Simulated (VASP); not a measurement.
An input for Quantum ESPRESSO's pw.x (written as the equivalent of a VASP run, and not itself run):

```
&CONTROL
  calculation = 'vc-relax'
  pseudo_dir = './pseudo'
  outdir = './out'
  tprnfor = .true.
  tstress = .true.
  nstep = 60
  forc_conv_thr = 0.00078
/
&SYSTEM
  ibrav = 0
  nat = 5
  ntyp = 3
  ecutwfc = 84
  occupations = 'smearing'
  smearing = 'gaussian'
  degauss = 0.003675
  input_dft = 'pbe'
  vdw_corr = 'grimme-d3'
  dftd3_version = 3
  dftd3_threebody = .false.
/
&ELECTRONS
  conv_thr = 7.3e-08
  electron_maxstep = 100
/
&IONS
/
&CELL
/
ATOMIC_SPECIES
  Ba 137.327 Ba.upf
  Ti 47.867 Ti.upf
  O 15.999 O.upf
CELL_PARAMETERS angstrom
     3.9921366    0.0000000    0.0000000
     0.0000000    3.9921366    0.0000000
     0.0000000    0.0000000    4.1432927
ATOMIC_POSITIONS crystal
  Ba   1.0000000  1.0000000  0.0056677
  Ti   0.5000000  0.5000000  0.5252265
  O    0.5000000  0.5000000  0.9667424
  O    1.0000000  0.5000000  0.4831817
  O    0.5000000  0.0000000  0.4831817
K_POINTS automatic
  5 5 5 0 0 0
```

Task: Translate this input to VASP (INCAR, KPOINTS, POSCAR, choice of POTCAR).

Result: One answer among several that fit: 
### POSCAR
```
BaTiO3
1
    3.9921365808     0.0000000000     0.0000000000
    0.0000000000     3.9921365808     0.0000000000
    0.0000000000     0.0000000000     4.1432927000
Ba Ti O
1 1 3
Direct
  1.0000000000   1.0000000000   0.0056677041
  0.5000000000   0.5000000000   0.5252264794
  0.5000000000   0.5000000000   0.9667423515
  1.0000000000   0.5000000000   0.4831817325
  0.5000000000   0.0000000000   0.4831817325
```

### INCAR
```
SYSTEM = BaTiO3
PREC = Accurate
ENCUT = 520
EDIFF = 1E-6
NELM = 100
ALGO = Normal
LREAL = .FALSE.
LASPH = .TRUE.
ISMEAR = 0
SIGMA = 0.05
GGA = PE
IVDW = 11
LMAXMIX = 4
LWAVE = .FALSE.
LCHARG = .FALSE.
IBRION = 2
ISIF = 3
NSW = 60
EDIFFG = -0.02
```

### KPOINTS
```
Automatic mesh
0
Gamma
5 5 5
0 0 0
```

POTCAR, in this order: Ba_sv Ti_sv O (PBE.64 set). Program: vasp_std.

What does not carry over: the potentials are each code's own (VASP's PAW set, PseudoDojo norm-conserving files in pw.x), so ENCUT and ecutwfc are chosen apart and not converted; conv_thr bounds pw.x's estimated SCF error, while EDIFF bounds the energy change between steps; forc_conv_thr acts on force components and is met together with etot_conv_thr.

The compound is BaTiO3 in the tetragonal perovskite structure. This run relaxes it. Symmetry was kept, so distortions that lower it aren't found. The start is the result of an earlier pass.
